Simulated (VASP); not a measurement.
Runs of VASP 6.6.1 on MnAl15N16 (a cell with a defect). The cell holds a defect, 32 atoms: a = 6.220 Å, b = 6.220 Å, c = 9.960 Å, α = 90.00°, β = 90.00°, γ = 120.00°. 

```csv
task,spin,U,fixed moment (μB),cell,k mesh,mesh quality,gap on the mesh (eV),moment (μB),largest force (eV/Å)
single point,"collinear, ferromagnetic start",Mn d U = 3.5 eV,4,"P1, 10.43 Å³/atom",4 × 4 × 2,not flagged,-,4.00,(c)
single point,"collinear, ferromagnetic start",Mn d U = 3.5 eV,-,"P1, 10.43 Å³/atom",3 × 3 × 2,not flagged,1.89,0.00,0.03
single point,"collinear, ferromagnetic start",Mn d U = 5.5 eV,4,"P1, 10.43 Å³/atom",3 × 3 × 2,coarse,-,4.00,0.42
single point,"collinear, ferromagnetic start",Mn d U = 3.5 eV,-,"P3m1, 10.43 Å³/atom",3 × 3 × 2,coarse,none,4.00,1.90
single point,off,Mn d U = 3.5 eV,-,"P3m1, 10.43 Å³/atom",3 × 3 × 2,not flagged,(a),-,(b)
single point,"collinear, ferromagnetic start",Mn d U = 3.5 eV,2,"P3m1, 10.43 Å³/atom",3 × 3 × 2,coarse,-,2.00,1.49
relaxation of the atoms,"collinear, zero start",Mn d U = 3.5 eV,0,"atoms relaxed from: atoms moved at random, drawn with an rms of 0.05 Å",3 × 3 × 2,coarse,-,0.00,0.03
```

Alike in all rows: level PBEsol+U; potentials or basis VASP PAW PBE potentials, release 64 (Mn_pv, Al, N); cutoff (eV) 450; smearing gaussian 0.03 eV.

Q: Fill in the values left out.

A: (a) 1.87; (b) 0.62; (c) 0.13.

Caveats: some runs use coarse meshes; the cutoff is under 1.25 times the usual one of these potentials, so pressure, stress and relaxed cells hold a basis-set (Pulay) error; the PAW data sets were made with another functional, which shifts forces and pressure a little; the total moment is fixed, so each spin has its own Fermi level (some runs).

A k mesh can miss the band edges.

A gap of «none» marks a metal or a gap under the smearing width.
